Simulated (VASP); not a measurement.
An input for Quantum ESPRESSO's pw.x (written as the equivalent of a VASP run, and not itself run):

```
&CONTROL
  calculation = 'vc-relax'
  pseudo_dir = './pseudo'
  outdir = './out'
  tprnfor = .true.
  tstress = .true.
  nstep = 60
  forc_conv_thr = 0.00039
/
&SYSTEM
  ibrav = 0
  nat = 2
  ntyp = 2
  ecutwfc = 82.3
  occupations = 'smearing'
  smearing = 'gaussian'
  degauss = 0.003675
  input_dft = 'pbe'
/
&ELECTRONS
  conv_thr = 7.3e-08
  electron_maxstep = 100
/
&IONS
/
&CELL
/
ATOMIC_SPECIES
  Sn 118.710 Sn.upf
  Te 127.600 Te.upf
CELL_PARAMETERS angstrom
    -0.0000000    3.2036130    3.2036130
     3.2036130   -0.0000000    3.2036130
     3.2036130    3.2036130   -0.0000000
ATOMIC_POSITIONS crystal
  Sn   0.0000000  0.0000000  0.0000000
  Te   0.5000000  0.5000000  0.5000000
K_POINTS automatic
  7 7 7 0 0 0
```

Q: Write the VASP files for the same calculation (PBE).

A: This is not unique; one that fits is 
POSCAR:
```
SnTe
1.0
  0.0000000000   3.2036130379   3.2036130379
  3.2036130379   0.0000000000   3.2036130379
  3.2036130379   3.2036130379   0.0000000000
Sn Te
1 1
Cart
  0.0000000000   0.0000000000   0.0000000000
  3.2036130379   3.2036130379   3.2036130379
```

**INCAR**
```
LCHARG = .False.
LASPH = .True.
EDIFFG = -0.01
ISMEAR = 0   # Gaussian
LMAXMIX = 4   # l cut-off of mixed one-centre charges
ENCUT = 480   # plane-wave cut-off (eV)
GGA = PE
NELM = 100   # most electronic steps
EDIFF = 1E-6
IBRION = 2   # conjugate gradients
ALGO = Normal
PREC = Accurate
LREAL = .False.   # projection in real space or not
LWAVE = .False.
NSW = 60   # most ionic steps
SYSTEM = SnTe
ISIF = 3   # ions, shape and volume
SIGMA = 0.05
```

KPOINTS:
```
Automatic mesh
0
Gamma
  7 7 7
```

POTCAR, in this order: Sn_d Te (PBE.64 set). Program: vasp_std.

The two are equivalent in intent, not identical: the potentials are each code's own (VASP's PAW set, PseudoDojo norm-conserving files in pw.x), so ENCUT and ecutwfc are chosen apart and not converted; conv_thr bounds pw.x's estimated SCF error, while EDIFF bounds the energy change between steps; forc_conv_thr acts on force components and is met together with etot_conv_thr.

The compound is SnTe in the rock salt structure, which distorts at low temperature. This run relaxes it. Symmetry was kept, so distortions that lower it aren't found. The start is the result of an earlier pass.
